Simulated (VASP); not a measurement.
Level of theory: PBE GGA, VASP's PBE PAW potentials (set 64) (plane waves; VASP). For the first row: Numerical set-up: 520 eV cut-off, 6×6×6 Γ-centred mesh, Gaussian smearing of 0.050 eV, potentials K_sv Zn F.

```json
[
 {"system": "KZnF₃ (cubic perovskite)", "energy (eV/atom)": "-4.0665"},
 {"system": "K atom", "energy (eV/atom)": "-0.1892"},
 {"system": "Zn atom", "energy (eV/atom)": "-0.0110"},
 {"system": "F atom", "energy (eV/atom)": "-0.6870"}
]
```

Atoms are spin-polarised in a large box without symmetry, with the spin fixed by Hund's rule, and may not be in the lowest state of each functional; no zero-point energy is added.

Task: What is the cohesive energy per atom of KZnF3?

Result: The references average (1×(-0.1892) + 1×(-0.0110) + 3×(-0.6870))/5 = -0.4522 eV, so the cohesive energy is -0.4522 − (-4.0665) = 3.614 eV/atom.
